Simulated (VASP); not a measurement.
Method: PW91 GGA, VASP's PBE PAW potentials (set 64) (plane waves; VASP).

Input for VASP

### INCAR
```
SYSTEM = BaTiO3
PREC = Accurate; ENCUT = 520; LREAL = .FALSE.
LASPH = .TRUE.
EDIFF = 1E-7; NELM = 100; ALGO = Normal
LMAXMIX = 4
ISMEAR = 0; SIGMA = 0.05
GGA = 91
IBRION = 2; NSW = 30; ISIF = 4
EDIFFG = -0.01
LWAVE = .FALSE.; LCHARG = .FALSE.
```

KPOINTS:
```
Automatic mesh
0
Gamma
6 6 5
0 0 0
```

**POSCAR**
```
BaTiO3
1.0
  3.9933972976   0.0000000000   0.0000000000
  0.0000000000   3.9933972976   0.0000000000
  0.0000000000   0.0000000000   4.2126362638
Ba Ti O
1 1 3
direct
  0.0000000000   0.0000000000   0.0095048512
  0.5000000000   0.5000000000   0.5288016775
  0.5000000000   0.5000000000   0.9607151096
  0.0000000000   0.5000000000   0.4824891809
  0.5000000000   0.0000000000   0.4824891809
```

POTCAR, in this order: Ba_sv Ti_sv O (PBE.64 set). Program: vasp_std.

Output

**OSZICAR**
```
       N       E                     dE             d eps       ncg     rms          rms(c)
DAV:   1     0.452180009739E+03    0.45218E+03   -0.21292E+04  1440   0.180E+03
DAV:   2    -0.411439244177E+01   -0.45629E+03   -0.44811E+03  1816   0.483E+02
DAV:   3    -0.491474841807E+02   -0.45033E+02   -0.44244E+02  2088   0.146E+02
DAV:   4    -0.512161282331E+02   -0.20686E+01   -0.20676E+01  2080   0.285E+01
DAV:   5    -0.512875927262E+02   -0.71464E-01   -0.71462E-01  2072   0.387E+00    0.238E+01
DAV:   6    -0.406514209366E+02    0.10636E+02   -0.79260E+01  2296   0.790E+01    0.106E+01
DAV:   7    -0.405655959632E+02    0.85825E-01   -0.14727E+01  1960   0.290E+01    0.692E+00
DAV:   8    -0.403411167186E+02    0.22448E+00   -0.97120E-01  1952   0.964E+00    0.318E+00
DAV:   9    -0.403674092950E+02   -0.26293E-01   -0.35269E-01  2008   0.505E+00    0.139E+00
DAV:  10    -0.403510366009E+02    0.16373E-01   -0.14421E-01  1912   0.387E+00    0.438E-01
DAV:  11    -0.403492779775E+02    0.17586E-02   -0.10543E-02  2008   0.797E-01    0.180E-01
DAV:  12    -0.403489692979E+02    0.30868E-03   -0.22455E-03  1736   0.337E-01    0.444E-02
DAV:  13    -0.403489634714E+02    0.58265E-05   -0.25306E-04  1816   0.129E-01    0.234E-02
DAV:  14    -0.403489556181E+02    0.78533E-05   -0.59739E-05  2096   0.721E-02    0.108E-02
DAV:  15    -0.403489554319E+02    0.18624E-06   -0.16025E-05  2216   0.324E-02    0.473E-03
DAV:  16    -0.403489552013E+02    0.23056E-06   -0.19126E-06  1880   0.120E-02    0.224E-03
DAV:  17    -0.403489552341E+02   -0.32817E-07   -0.47306E-07  1640   0.673E-03
   1 F= -.40348955E+02 E0= -.40348955E+02  d E =-.403490E+02
       N       E                     dE             d eps       ncg     rms          rms(c)
DAV:   1    -0.403490487420E+02   -0.93541E-04   -0.11755E-02  1440   0.951E-01    0.587E-02
DAV:   2    -0.403490354397E+02    0.13302E-04   -0.45621E-04  1568   0.167E-01    0.348E-02
DAV:   3    -0.403490082212E+02    0.27219E-04   -0.74077E-05  1928   0.749E-02    0.108E-02
DAV:   4    -0.403490064191E+02    0.18021E-05   -0.12177E-05  1864   0.264E-02    0.387E-03
DAV:   5    -0.403490063894E+02    0.29711E-07   -0.21509E-06  1808   0.987E-03    0.179E-03
DAV:   6    -0.403490063857E+02    0.37312E-08   -0.20331E-07  1200   0.389E-03
   2 F= -.40349006E+02 E0= -.40349006E+02  d E =-.511515E-04
       N       E                     dE             d eps       ncg     rms          rms(c)
DAV:   1    -0.403490461505E+02   -0.39761E-04   -0.76533E-03  1440   0.767E-01    0.473E-02
DAV:   2    -0.403490376522E+02    0.84983E-05   -0.29833E-04  1576   0.135E-01    0.280E-02
DAV:   3    -0.403490199578E+02    0.17694E-04   -0.46761E-05  1912   0.597E-02    0.876E-03
DAV:   4    -0.403490187680E+02    0.11898E-05   -0.77743E-06  1864   0.211E-02    0.308E-03
DAV:   5    -0.403490187483E+02    0.19704E-07   -0.13590E-06  1752   0.782E-03    0.141E-03
DAV:   6    -0.403490187480E+02    0.30195E-09   -0.12758E-07  1064   0.312E-03
   3 F= -.40349019E+02 E0= -.40349019E+02  d E =-.635139E-04
       N       E                     dE             d eps       ncg     rms          rms(c)
DAV:   1    -0.403489470164E+02    0.71732E-04   -0.18803E-02  1648   0.155E+00    0.392E-02
DAV:   2    -0.403490425456E+02   -0.95529E-04   -0.11772E-03  1560   0.250E-01    0.351E-02
DAV:   3    -0.403490402693E+02    0.22763E-05   -0.62706E-05  2056   0.600E-02    0.202E-02
DAV:   4    -0.403490373272E+02    0.29421E-05   -0.12826E-05  1968   0.347E-02    0.907E-03
DAV:   5    -0.403490371096E+02    0.21760E-06   -0.34601E-06  1952   0.162E-02    0.196E-03
DAV:   6    -0.403490370606E+02    0.48983E-07   -0.30056E-07  1632   0.545E-03
   4 F= -.40349037E+02 E0= -.40349037E+02  d E =-.183126E-04
```

OUTCAR:
```
------------------------ aborting loop because EDIFF is reached ----------------------------------------
  FORCE on cell =-STRESS in cart. coord.  units (eV):
  Direction    XX          YY          ZZ          XY          YZ          ZX
  --------------------------------------------------------------------------------------
  Total        0.0212383      0.0212383      0.0120268      0.0000000      0.0000000      0.0000000
  in kB        0.5065129      0.5065129      0.2868271      0.0000000      0.0000000      0.0000000
  external PRESSURE =       0.4332843 kB  Pullay stress =       0.0000000 kB
  volume of cell :       67.18
      direct lattice vectors                 reciprocal lattice vectors
     3.995596511  0.000000000  0.000000000     0.250275521  0.000000000  0.000000000
     0.000000000  3.995596511 -0.000000000     0.000000000  0.250275521 -0.000000000
     0.000000000  0.000000000  4.208000191     0.000000000  0.000000000  0.237642575
 POSITION                                       TOTAL-FORCE (eV/Angst)
 -----------------------------------------------------------------------------------
      0.00000      3.99560      0.04256         0.000000     -0.000000     -0.000904
      1.99780      1.99780      2.22446         0.000000      0.000000      0.002842
      1.99780      1.99780      4.04426         0.000000     -0.000000     -0.007566
      0.00000      1.99780      2.02861        -0.000000      0.000000      0.002814
      1.99780      0.00000      2.02861         0.000000      0.000000      0.002814
 -----------------------------------------------------------------------------------
    total drift:                                0.000000      0.000000     -0.000808
  FREE ENERGIE OF THE ION-ELECTRON SYSTEM (eV)
  ---------------------------------------------------
  free  energy   TOTEN  =       -40.3490370606 eV

  energy  without entropy=      -40.3490370606  energy(sigma->0) =      -40.34903706

 reached required accuracy - stopping structural energy minimisation
```
(Selected blocks of OUTCAR.)

**CONTCAR**
```
BaTiO3
   1.00000000000000
     3.9955965113969354    0.0000000000000000    0.0000000000000000
     0.0000000000000000    3.9955965113969354   -0.0000000000000000
     0.0000000000000000    0.0000000000000000    4.2080001909953957
  Ba              Ti              O
     1     1     3
Direct
     0.0000000000000000    1.0000000000000000    0.0101152170330064
     0.5000000000000000    0.5000000000000000    0.5286272681539318
     0.5000000000000000    0.5000000000000000    0.9610891979091127
     0.0000000000000000    0.5000000000000000    0.4820841585019711
     0.5000000000000000    0.0000000000000000    0.4820841585019711
```

The compound is BaTiO3 in the tetragonal perovskite structure. This run relaxes it. Symmetry was kept, so distortions that lower it aren't found.
